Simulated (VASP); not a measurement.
VASP ran on this input.

**INCAR**
```
ALGO=Normal
EDIFF=1E-6
EDIFFG=-0.01
ENCUT=400
IBRION=2
ISIF=3
ISMEAR=1
LASPH=T
LCHARG=F
LMAXMIX=4
LMIXTAU=T
LREAL=F
LWAVE=F
METAGGA=R2SCAN
NELM=100
NSW=60
PREC=Accurate
SIGMA=0.1
SYSTEM=InP
```

### KPOINTS
```
Automatic mesh
0
G
  10 10 10
0 0 0
```

**POSCAR**
```
InP
1.0
  3.8490334833   0.0000000000   0.0000000000
 -1.9245167416   3.3333610862   0.0000000000
  0.0000000000   0.0000000000   3.3725757825
In P
1 1
Cartesian
  0.0000000000   0.0000000000   0.0000000000
  1.9245186662   1.1111192509   1.6862878912
```

POTCAR, in this order: In_d P (PBE.64 set). Program: vasp_std.

Write an equivalent input for Ansatz.

One equivalent input (not run):
Ansatz 0.2 input:
```yaml
crystal:
  lattice:
    - [3.8490335, 0.0000000, 0.0000000]
    - [-1.9245167, 3.3333611, 0.0000000]
    - [0.0000000, 0.0000000, 3.3725758]
  atoms:
    - { symbol: In, position: [0.0000000, 0.0000000, 0.0000000] }
    - { symbol: P, position: [0.6666670, 0.3333330, 0.5000000] }
kpoints:
  mp_grid: { grid: [10, 10, 10] }
hamiltonian:
  xc: r2scan
  pseudopotentials: { kind: paw }
scf:
  occupations: { method: methfessel_paxton, width: 0.1 }
  max_iter: 100
relax:
  max_steps: 60
  f_tol: 0.01
  cell: {}
output: { forces: true, stress: true, eigenvalues: true }
```
Limits of the translation: each code has its own PAW files, so the cut-off isn't converted (ENCUT is set for VASP's; basis.ecutwfc is left out, and Ansatz then takes the one that its files recommend); Ansatz stops its SCF on the density residual and VASP on the energy change (EDIFF).

The structure was generated: InP was put into the WC type (P-6m2), which need not be its known phase. This run relaxes it. Symmetry was kept, so distortions that lower it aren't found. The start is the result of an earlier pass.
